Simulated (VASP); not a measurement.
## A VASP study of HfZrSi2 (PBEsol): structure first, properties next

Aim: relax HfZrSi2, then compute properties on the relaxed cell. The steps: rough relaxation of the start cell, relaxing cell and atoms (PBEsol), density, ELF and potential (PBEsol), band structure (PBEsol), density of states (PBEsol), band structure (TB-mBJ) and zone-centre phonons (PBEsol). The cell is invented: it takes the structure of a Materials Project entry for ZrTiC2 (space group 166 there), with some of its atoms replaced by other elements, volume scaled by an estimate. It may not be a known or stable phase. The atoms of the start are displaced at random from the sites of a R-3m cell.

Program: VASP 6.6.1. Level of theory: PBEsol; plane waves and PAW (Hf_pv, Zr_sv, Si), in the first sound run; inputs show where later runs differ. Results are calculated unless marked as measured.

## Step 1: The starting structure

Before any relaxation, the start is as follows. The structure is triclinic, space group P1 (No. 1). The conventional cell has a = 3.555 Å, b = 3.555 Å, c = 6.113 Å, α = 73.10°, β = 73.10°, γ = 60.00°. Nearest to Hf lie 6 Si at 2.42 to 2.47 Å. Nearest to Zr lie 6 Si at 2.56 to 2.58 Å. Nearest to Si lie 3 Hf at 2.42 to 2.46 Å and 3 Zr at 2.56 to 2.58 Å. Nearest to Si lie 3 Hf at 2.46 to 2.47 Å and 3 Zr at 2.56 to 2.58 Å. It derives from ZrTiC2. It takes the structure of a Materials Project entry for ZrTiC2 (space group 166 there), with some of its atoms replaced by other elements, volume scaled by an estimate. Farther neighbours are not listed.

## Step 2: Rough relaxation of the start cell

The start is only an estimate, so a cheap relaxation brings it near a minimum before any careful run. PBEsol restores the gradient expansion of exchange and is tuned for the cells of solids.

INCAR

```
SYSTEM = HfZrSi2
PREC = Normal
ENCUT = 400
EDIFF = 1E-05
NELM = 60
ISMEAR = 0
SIGMA = 0.05
LREAL = .FALSE.
ALGO = Fast
GGA = PS
NBANDS = 21
LORBIT = 11
LWAVE = .FALSE.
LCHARG = .FALSE.
KPAR = 2
IBRION = 2
NSW = 40
ISIF = 3
EDIFFG = -0.04
```

POSCAR

```
HfZrSi2
1.0
    1.7772990000      1.0261240000      5.7579450000
   -1.7772990000      1.0261240000      5.7579450000
    0.0000000000     -2.0522480000      5.7579450000
Hf Zr Si
1 1 2
Direct
    0.5007120000      0.4989300000      0.5010750000
   -0.0032010000      0.0021670000     -0.0005220000
    0.2375380000      0.2510980000      0.2410590000
    0.7574020000      0.7555560000      0.7521630000
```

KPOINTS

```
Automatic mesh
0
Gamma
5 5 5
0 0 0
```

PAW data sets: Hf_pv, Zr_sv and Si (PBE family, release 64).

Launch:

```bash
$ mpirun -np 2 vasp_std
```

Log:

```text
[banner, memory and clock lines left out]
running    2 mpi-ranks, on    1 nodes
 distrk:  each k-point on    1 cores,    2 groups
 distr:  one band on    1 cores,    1 groups

 POSCAR found type information on POSCAR HfZrSi
 POSCAR found :  3 types and       4 ions
|                                                                             |
|               ----> ADVICE to this user running VASP <----                  |
|                                                                             |
|     You enforced a specific xc type in the INCAR file but a different       |
|     [... a line on the potential file left out ...]
|     I HOPE YOU KNOW WHAT YOU ARE DOING!                                     |
|                                                                             |

 LDA part: xc-table for (Slater+PW92), standard interpolation
 POSCAR, INCAR and KPOINTS ok, starting setup
 FFT: planning ... GRIDC
 FFT: planning ... GRID_SOFT
 FFT: planning ... GRID
 WAVECAR not read
 entering main loop
       N       E                     dE             d eps       ncg     rms          rms(c)
DAV:   1     0.135264658472E+03    0.13526E+03   -0.13616E+04  2662   0.113E+03
DAV:   2    -0.267393391115E+02   -0.16200E+03   -0.15552E+03  3274   0.294E+02
DAV:   3    -0.339708803189E+02   -0.72315E+01   -0.71418E+01  4321   0.475E+01
DAV:   4    -0.341596679980E+02   -0.18879E+00   -0.18829E+00  3518   0.684E+00
DAV:   5    -0.341637991310E+02   -0.41311E-02   -0.41304E-02  3875   0.926E-01    0.687E+01
RMM:   6    -0.326143103273E+02    0.15495E+01   -0.34454E+00  2835   0.902E+00    0.379E+01
RMM:   7    -0.326050893685E+02    0.92210E-02   -0.31825E+00  2976   0.762E+00    0.800E+00
RMM:   8    -0.325594583872E+02    0.45631E-01   -0.32911E-01  3074   0.337E+00    0.189E+00
RMM:   9    -0.325372288642E+02    0.22230E-01   -0.16372E-01  2985   0.218E+00    0.661E-01
RMM:  10    -0.325411110312E+02   -0.38822E-02   -0.44171E-02  3387   0.977E-01    0.351E-01
RMM:  11    -0.325424718546E+02   -0.13608E-02   -0.13964E-02  4002   0.422E-01    0.534E-01
RMM:  12    -0.325425712441E+02   -0.99389E-04   -0.52824E-03  3393   0.316E-01    0.898E-01
RMM:  13    -0.325431477811E+02   -0.57654E-03   -0.24265E-03  3758   0.207E-01    0.131E+00
RMM:  14    -0.325434493032E+02   -0.30152E-03   -0.10329E-03  3753   0.129E-01    0.148E+00
RMM:  15    -0.325435383330E+02   -0.89030E-04   -0.47623E-04  3341   0.756E-02    0.153E+00
RMM:  16    -0.325434447676E+02    0.93565E-04   -0.22650E-04  3103   0.511E-02    0.142E+00
RMM:  17    -0.325426208457E+02    0.82392E-03   -0.89931E-04  3898   0.189E-01    0.632E-01
RMM:  18    -0.325424338560E+02    0.18699E-03   -0.37755E-04  3465   0.109E-01    0.288E-01
RMM:  19    -0.325424249842E+02    0.88718E-05   -0.63310E-05  2737   0.477E-02
   1 F= -.32542425E+02 E0= -.32542397E+02  d E =-.325424E+02
 curvature:   0.00 expect dE= 0.000E+00 dE for cont linesearch  0.000E+00
 trial: gam= 0.00000 g(F)=  0.298E+00 g(S)=  0.556E+01 ort = 0.000E+00 (trialstep = 0.100E+01)
 search vector abs. value=  0.585E+01
 bond charge predicted
       N       E                     dE             d eps       ncg     rms          rms(c)
DAV:   1    -0.652373203470E+02   -0.32695E+02   -0.76369E+02  2858   0.211E+02    0.101E+02
RMM:   2    -0.626978160056E+02    0.25395E+01   -0.10081E+02  3138   0.666E+01    0.512E+01
RMM:   3    -0.378131917244E+02    0.24885E+02   -0.93155E+01  3425   0.316E+01    0.297E+01
RMM:   4    -0.336125744456E+02    0.42006E+01   -0.89204E+00  3183   0.130E+01    0.216E+01
RMM:   5    -0.327998830808E+02    0.81269E+00   -0.15838E+01  3568   0.132E+01    0.940E+00
RMM:   6    -0.322592228188E+02    0.54066E+00   -0.16688E+00  3228   0.712E+00    0.624E+00
RMM:   7    -0.325208322569E+02   -0.26161E+00   -0.43153E+00  3443   0.818E+00    0.282E+00
RMM:   8    -0.321819705258E+02    0.33886E+00   -0.14444E+00  3215   0.541E+00    0.164E+00
RMM:   9    -0.322188969459E+02   -0.36926E-01   -0.40121E-01  3991   0.248E+00    0.139E+00
RMM:  10    -0.322300865378E+02   -0.11190E-01   -0.13068E-01  4257   0.133E+00    0.129E+00
RMM:  11    -0.322352000255E+02   -0.51135E-02   -0.84142E-02  3783   0.124E+00    0.740E-01
RMM:  12    -0.322428828946E+02   -0.76829E-02   -0.56403E-02  4096   0.876E-01    0.455E-01
RMM:  13    -0.322465852683E+02   -0.37024E-02   -0.29613E-02  4173   0.625E-01    0.500E-01
RMM:  14    -0.322457198898E+02    0.86538E-03   -0.20641E-02  4040   0.522E-01    0.388E-01
RMM:  15    -0.322466687759E+02   -0.94889E-03   -0.15600E-02  4060   0.422E-01    0.343E-01
RMM:  16    -0.322486323863E+02   -0.19636E-02   -0.11195E-02  3998   0.357E-01    0.393E-01
RMM:  17    -0.322473149101E+02    0.13175E-02   -0.10968E-02  3840   0.381E-01    0.251E-01
RMM:  18    -0.322479605817E+02   -0.64567E-03   -0.71174E-03  4147   0.286E-01    0.264E-01
RMM:  19    -0.322485173075E+02   -0.55673E-03   -0.52455E-03  3963   0.231E-01    0.236E-01
RMM:  20    -0.322485033892E+02    0.13918E-04   -0.42624E-03  3923   0.230E-01    0.218E-01
RMM:  21    -0.322485080945E+02   -0.47053E-05   -0.38149E-03  3902   0.196E-01    0.177E-01
RMM:  22    -0.322488011190E+02   -0.29302E-03   -0.23998E-03  3757   0.156E-01    0.147E-01
RMM:  23    -0.322488548451E+02   -0.53726E-04   -0.22963E-03  3753   0.150E-01    0.743E-02
RMM:  24    -0.322489706497E+02   -0.11580E-03   -0.16068E-03  3678   0.121E-01    0.417E-02
WARNING in EDDRMM: call to ZHEGV failed, returncode =   8  4      5
RMM:  25    -0.322490838276E+02   -0.11318E-03   -0.12577E-03  3211   0.967E-02    0.320E-02
RMM:  26    -0.322491653997E+02   -0.81572E-04   -0.93778E-04  3149   0.846E-02    0.179E-02
RMM:  27    -0.322492355661E+02   -0.70166E-04   -0.76240E-04  2761   0.735E-02    0.786E-03
RMM:  28    -0.322492892708E+02   -0.53705E-04   -0.57194E-04  2705   0.648E-02    0.202E-03
RMM:  29    -0.322493347702E+02   -0.45499E-04   -0.47875E-04  2489   0.572E-02    0.288E-03
RMM:  30    -0.322493684201E+02   -0.33650E-04   -0.35745E-04  2252   0.500E-02    0.383E-03
RMM:  31    -0.322493964691E+02   -0.28049E-04   -0.29918E-04  2143   0.450E-02    0.461E-03
RMM:  32    -0.322494182709E+02   -0.21802E-04   -0.23532E-04  2063   0.409E-02    0.536E-03
RMM:  33    -0.322494357627E+02   -0.17492E-04   -0.19433E-04  2117   0.377E-02    0.356E-03
RMM:  34    -0.322494503860E+02   -0.14623E-04   -0.16003E-04  2001   0.346E-02    0.329E-03
RMM:  35    -0.322494623617E+02   -0.11976E-04   -0.13242E-04  1872   0.320E-02    0.313E-03
RMM:  36    -0.322494721762E+02   -0.98145E-05   -0.10969E-04  1782   0.297E-02    0.316E-03
RMM:  37    -0.322494804885E+02   -0.83123E-05   -0.94391E-05  1799   0.280E-02
   2 F= -.32249480E+02 E0= -.32248532E+02  d E =0.292944E+00
[... from here on, the cycles between the ionic steps are left out ...]
   3 F= -.33679845E+02 E0= -.33679129E+02  d E =-.113742E+01
   4 F= -.33682679E+02 E0= -.33682051E+02  d E =-.114025E+01
   5 F= -.33682665E+02 E0= -.33682073E+02  d E =-.114024E+01
   6 F= -.33712929E+02 E0= -.33712412E+02  d E =-.302635E-01
[...]
WARNING in EDDRMM: call to ZHEGV failed, returncode =   8  4      8
   7 F= -.33720251E+02 E0= -.33719480E+02  d E =-.375851E-01
   8 F= -.33720279E+02 E0= -.33719530E+02  d E =-.376140E-01
   9 F= -.33720197E+02 E0= -.33719137E+02  d E =0.822161E-04
 trial-energy change:    0.000082  1 .order   -0.000151   -0.003051    0.002748
 step:   0.4780(harm=  0.5397)  dis= 0.00109  next Energy=   -33.720967 (dE=-0.687E-03)
 bond charge predicted
       N       E                     dE             d eps       ncg     rms          rms(c)
DAV:   1    -0.337250791961E+02   -0.48904E-02   -0.13490E-01  2837   0.291E+00    0.938E-01
RMM:   2    -0.337216116935E+02    0.34675E-02   -0.10811E-02  2977   0.774E-01    0.264E-01
RMM:   3    -0.337209712088E+02    0.64048E-03   -0.36971E-03  3017   0.361E-01    0.104E-01
RMM:   4    -0.337209842987E+02   -0.13090E-04   -0.91645E-04  3484   0.160E-01    0.680E-02
RMM:   5    -0.337209853564E+02   -0.10577E-05   -0.23410E-04  3095   0.813E-02    0.161E-02
RMM:   6    -0.337209935119E+02   -0.81555E-05   -0.77461E-05  2617   0.453E-02
  10 F= -.33720994E+02 E0= -.33720100E+02  d E =-.714109E-03
 curvature:  -0.29 expect dE=-0.302E-04 dE for cont linesearch -0.520E-06
 trial: gam= 0.06831 g(F)=  0.459E-04 g(S)=  0.595E-04 ort =-0.763E-04 (trialstep = 0.916E+00)
 search vector abs. value=  0.110E-03
 reached required accuracy - stopping structural energy minimisation
```

The job ended after 2.4 min (2 MPI ranks of Intel Xeon 6975P-C (Granite Rapids), shared host; peak memory 0.42 GiB; 4.7 min of CPU time).

Lines that name or quote the potential files are left out of all logs, and their timing lines are given in words.

From OUTCAR (step 2):

```text
ion  position               nearest neighbor table
   1  0.501  0.499  0.501-   3 2.42   3 2.43   4 2.46   4 2.46   3 2.46   4 2.47   2 3.52   2 3.53
                             2 3.53   2 3.54   2 3.54   2 3.55
   2  0.997  0.002  0.999-   4 2.56   3 2.56   4 2.56   4 2.58   3 2.58   3 2.58   1 3.52   1 3.53
                             1 3.53   1 3.54   1 3.54   1 3.55
   3  0.238  0.251  0.241-   1 2.42   1 2.43   1 2.46   2 2.56   2 2.58   2 2.58
   4  0.757  0.756  0.752-   1 2.46   1 2.46   1 2.47   2 2.56   2 2.56   2 2.58

  LATTYP: Found a trigonal (rhomboedric) cell.
 ALAT       =     6.1127451134
 COS(alpha) =     0.8309253822

 Subroutine GETGRP returns: Found  1 space group operations
 (whereof  1 operations were pure point group operations)

The static configuration has the point symmetry C_1 .

 Found     63 irreducible k-points:

   k-points           NKPTS =     63   k-points in BZ     NKDIM =     63   number of bands    NBANDS=     21

   dimension x,y,z NGX =    30 NGY =   30 NGZ =   30
   dimension x,y,z NGXF=    60 NGYF=   60 NGZF=   60

   ENCUT  =  400.0 eV  29.40 Ry    5.42 a.u.   9.97  9.97  9.97*2*pi/ulx,y,z

   NELECT =      30.0000    total number of electrons

 k-points in reciprocal lattice and weights: Automatic mesh
   0.00000000  0.00000000  0.00000000       0.008
   0.20000000  0.00000000 -0.00000000       0.016
   0.00000000  0.20000000 -0.00000000       0.016
  -0.00000000 -0.00000000  0.20000000       0.016
   0.40000000 -0.00000000  0.00000000       0.016
  -0.00000000  0.40000000  0.00000000       0.016
   0.00000000  0.00000000  0.40000000       0.016
   0.20000000  0.20000000 -0.00000000       0.016
  -0.20000000  0.00000000 -0.20000000       0.016
[...]
0.40000000 -0.40000000  0.40000000       0.016
   0.40000000  0.40000000 -0.40000000       0.016

 average (electrostatic) potential at core
       1 -34.3992       2 -75.7782       3 -80.7381       4 -80.7369

 E-fermi :   7.4908

 k-point     1 :       0.0000    0.0000    0.0000
  band No.  band energies     occupation
    ...
     10       2.2762      2.00000
     11       5.1451      2.00000
     12       5.1507      2.00000
     13       7.4216      1.94950
     14       7.4284      1.92199
     15       7.7991      0.00000
     16       8.3090      0.00000
     17       8.3095      0.00000
     18       9.8639      0.00000
     19       9.8708      0.00000
    ...

 k-point     2 :       0.2000    0.0000   -0.0000
  band No.  band energies     occupation
    ...
     11       4.9712      2.00000
     12       5.4556      2.00000
     13       5.9708      2.00000
     14       6.5381      2.00000
     15       6.9270      2.00000
     16       7.9494      0.00000
     17       8.5921      0.00000
     18       9.9408      0.00000
     19      10.2384      0.00000
     20      10.3484      0.00000
    ...

 k-point     3 :       0.0000    0.2000   -0.0000
  band No.  band energies     occupation
    ...
     11       4.9732      2.00000
     12       5.4502      2.00000
     13       5.9739      2.00000
     14       6.5393      2.00000
     15       6.9214      2.00000
     16       7.9488      0.00000
     17       8.5894      0.00000
     18       9.9505      0.00000
     19      10.2345      0.00000
     20      10.3500      0.00000
    ...

  Total        0.0036402      0.0043375     -0.0688649     -0.0023835     -0.0014468      0.0083981
  in kB        0.0777177      0.0926042     -1.4702384     -0.0508877     -0.0308886      0.1792970
  external PRESSURE =      -0.4333055 kB  Pullay stress =       0.0000000 kB

  energy-cutoff  :      400.00
  volume of cell :       75.04
      direct lattice vectors                 reciprocal lattice vectors
     1.900204804  1.098708436  5.991397743     0.262926436  0.151720134  0.055694806
    -1.902582657  1.097368299  5.992415417    -0.263003664  0.151905442  0.055556491
    -0.002349340 -2.195453069  5.991800017     0.000121893 -0.303630992  0.055641492

 POSITION                                       TOTAL-FORCE (eV/Angst)
 -----------------------------------------------------------------------------------
     -0.00946      0.00413      8.97781        -0.000896     -0.006862      0.018533
      1.89020     -1.09315     11.97421         0.005620     -0.004189      0.000090
     -0.00920      0.00332      4.46907         0.007533      0.006302     -0.015140
     -0.00986      0.00377     13.48945        -0.012257      0.004749     -0.003484
 -----------------------------------------------------------------------------------
    total drift:                                0.000211     -0.000408      0.000380

  FREE ENERGIE OF THE ION-ELECTRON SYSTEM (eV)
  ---------------------------------------------------
  free  energy   TOTEN  =       -33.7209935119 eV

  energy  without entropy=      -33.7192059688  energy(sigma->0) =      -33.72009974

 reached required accuracy - stopping structural energy minimisation

 total charge
# of ion       s       p       d       tot
------------------------------------------
    1        0.291   6.413   1.714   8.418
    2        2.155   5.979   1.735   9.869
    3        0.796   0.976   0.000   1.772
    4        0.796   0.977   0.000   1.773
--------------------------------------------------
tot          4.038  14.345   3.449  21.833

[... 3 further parts left out ...]
```

CONTCAR:

```
HfZrSi2
   1.00000000000000
     1.9002048037574755    1.0987084362374975    5.9913977426115794
    -1.9025826572502633    1.0973682990491760    5.9924154172643380
    -0.0023493404966342   -2.1954530692529488    5.9918000173357493
  Hf              Zr              Si
     1     1     2
Direct
     0.4981574864416410    0.5018908374679261    0.4982824899180974
     0.9980326237387119    0.0020591229407587    0.9984080205564690
     0.2469882074920613    0.2512091573523090    0.2476579264700909
     0.7492726823275884    0.7525918822390052    0.7494265630553492
```

The k-mesh is coarse for a metal. Harder data sets than Hf_pv exist (the GW ones), and pressures, volumes and forces can shift noticeably with them. This relaxation is a rough one on cheap settings, only to bring the start near its minimum. The PAW data sets were made with PBE, which is usual practice but a small mismatch for other functionals. After so large a change of volume the plane waves of the start cell no longer fit, so the final stress carries a basis-set error.

Relaxation path:

```tsv
step	energy less that of the first step (eV)	largest force (eV/Å)	pressure (GPa)	volume (Å³)
1	0.0000	1.9276	31.43	63.01
2	0.2929	0.0972	-18.83	95.58
3	-1.1374	0.6089	-1.78	76.30
4	-1.1403	0.6456	-0.82	75.68
5	-1.1402	0.6621	-0.39	75.41
6	-1.1705	0.2973	0.12	75.02
7	-1.1778	0.0348	0.60	74.69
8	-1.1779	0.0379	0.60	74.70
9	-1.1778	0.0296	-0.58	75.44
10	-1.1786	0.0198	-0.04	75.04
```

```tsv
cell as run	before	after	change
a (Å)	6.113	6.381	+4.4 %
b (Å)	6.113	6.382	+4.4 %
c (Å)	6.113	6.381	+4.4 %
α (°)	33.81	34.66	+2.5 %
β (°)	33.81	34.68	+2.6 %
γ (°)	33.81	34.67	+2.6 %
volume (Å³/atom)	15.75	18.76	+19.1 %
```

The atoms that moved most (Å, as changes of fractional coordinates times the final cell):

```tsv
atom	dx	dy	dz	length
Si3	0.018	-0.004	0.097	0.099
Si4	-0.010	-0.006	-0.083	0.084
Hf1	-0.010	0.007	-0.014	0.019
```

Final coordinates:

```cif
data_structure
_symmetry_space_group_name_H-M 'P 1'
_symmetry_Int_Tables_number 1
_cell_length_a 6.3808
_cell_length_b 6.3822
_cell_length_c 6.3814
_cell_angle_alpha 34.658
_cell_angle_beta 34.684
_cell_angle_gamma 34.669
_cell_volume 75.04
loop_
_atom_site_label
_atom_site_type_symbol
_atom_site_fract_x
_atom_site_fract_y
_atom_site_fract_z
_atom_site_occupancy
Hf1 Hf 0.49816 0.50189 0.49828 1
Zr2 Zr 0.99803 0.00206 0.99841 1
Si3 Si 0.24699 0.25121 0.24766 1
Si4 Si 0.74927 0.75259 0.74943 1
```

Numbers from this step:

| Quantity | Value |
| --- | --- |
| electrons | 30 |
| bands | 21 |
| irreducible k-points | 63 |
| symmetry operations | 1 |
| free energy (TOTEN) | -33.72 eV |
| energy at zero smearing | -33.72 eV |
| Fermi energy | 7.491 eV |
| pressure | -0.04333 GPa |
| metallic, judged on the points sampled | yes |
| SCF cycles over all ionic steps | 121 |

It ends with a largest force of 0.020 eV/Å and a pressure of -0.04 GPa.

(Continued in part 2 of 6.)

[Lines on the potential files, build, host, timing and source positions are cut from VASP's logs without a mark.]

[Logs are printed without paths, hosts, clocks, repeated set-up lines and the standing remarks that a program may print on its own settings, such as how far it seeks lower states.]

[Hosts, paths, dates, database ids (printed as entryN), source tags and the programs' standing remarks are cut or masked in the printed files.]

[A measured line is paired with the nearest computed mode of its activity, which favours agreement.]

[In band tables of VASP the shares of atoms and orbitals are scaled to a sum of 1 inside the atoms' spheres.]
